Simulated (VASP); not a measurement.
Given:

```xyz
2
Lattice="0.0000 2.6696 2.6696 2.6696 0.0000 2.6696 2.6696 2.6696 0.0000" Properties=species:S:1:pos:R:3 pbc="T T T"
Ga     0.0000     0.0000     0.0000
P      1.3348     1.3348     1.3348
```

Calculation: LDA (Ceperley-Alder, Perdew-Zunger), VASP's LDA PAW potentials (set 64) (plane waves; VASP). Settings: 520 eV cut-off, 9×9×9 Γ-centred mesh, Gaussian smearing of 0.050 eV, potentials Ga_d P.

Estimate the energy per atom (σ→0), pressure.

```
Property                       Result
---------------------  --------------
energy per atom (σ→0)  -5221 meV/atom
pressure                     2.93 GPa
```

Only differences to runs with the same potentials and settings are physical.

The compound is GaP in the zinc blende structure. This cell is one point of a volume scan, at 0.97 of the reference volume.
